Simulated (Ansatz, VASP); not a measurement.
**One calculation of Cd3SeS2, two programs**

```
Cd Se S
1.0
     4.42732    0.00000    0.00000
     0.00000    4.42732    0.00000
     0.00000    0.00000    8.79674
Cd Se S
3 1 2
Direct
  0.00000 0.00000 0.00000
  0.00000 0.00000 0.38878
  0.00000 0.00000 0.61122
  0.50000 0.50000 0.00000
  0.50000 0.50000 0.82076
  0.50000 0.50000 0.17924
```

Alike in both runs: task single point; functional PBE; k mesh 4 × 4 × 2; occupations gaussian, width 0.1 eV; no spin polarisation.

|  | VASP | Ansatz |
| --- | --- | --- |
| version | VASP 6.6.1 | Ansatz 0.2.0 |
| potentials or method | VASP PAW PBE potentials, release 64 (Cd, Se, S) | scalar-relativistic, plane waves, PAW |
| plane-wave cutoff (eV) | 520 | 420 |
| valence electrons in the cell | 54 | 88 |

```csv
,VASP,Ansatz,Ansatz less VASP
gap on the k mesh at the Fermi level (eV),none,none,-
rms of the force components (eV/Å),14.746,14.397,-0.3489
```

Atom by atom the forces differ by 0.418 eV/Å (rms over components). A gap of «none» marks a metal or a gap that the smearing closes. With one functional, cell and mesh, what is left measures potentials, basis and numerics. The two sets of potentials don't hold the same shells in valence.

Caveats: forces of over 1 eV/Å show positions far from the minimum, so gaps and moduli don't describe the material at rest.
